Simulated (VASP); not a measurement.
Consider the following.

CdS has the cubic space group F-43m (No. 216), the zinc blende structure, Pearson symbol cF8. Lattice parameters: a = 5.910 Å, b = 5.910 Å, c = 5.910 Å, α = 90.00°, β = 90.00°, γ = 90.00°. Cd on 4a has 4 S at 2.559 Å (tetrahedral). S on 4d is coordinated by 4 Cd at 2.559 Å (tetrahedral). (Neighbours: up to the widest gap in distance over summed covalent radii, below 1.35, at either atom; cation-cation and far metal-metal contacts left out.)
(The calculation used a cell of 2 atoms; values per cell refer to that cell.)

Method: revTPSS meta-GGA, VASP's PBE PAW potentials (set 64) (plane waves; VASP). Run with 520 eV cut-off, 8×8×8 Γ-centred mesh, Gaussian smearing of 0.050 eV, potentials Cd S.

**Question.** Give the energy at these volumes per atom, relative to the lowest: 24.24, 25.02, 25.79, 26.57, 27.34 Å³.

**Answer.** 18.2, 4.3, 0.0, 3.8, 14.3 meV/atom. A third-order Birch-Murnaghan fit gives B0 = 55.6 GPa and B0′ = 4.6.

Measured: a 5.832 Å (computed value off by +1.3 %), as given by arXiv:1206.3780. The calculation is for a static lattice, while the measured a holds thermal and zero-point effects, which are part of the difference.

The compound is CdS in the zinc blende structure, a metastable form; wurtzite is the usual one. It was relaxed first.
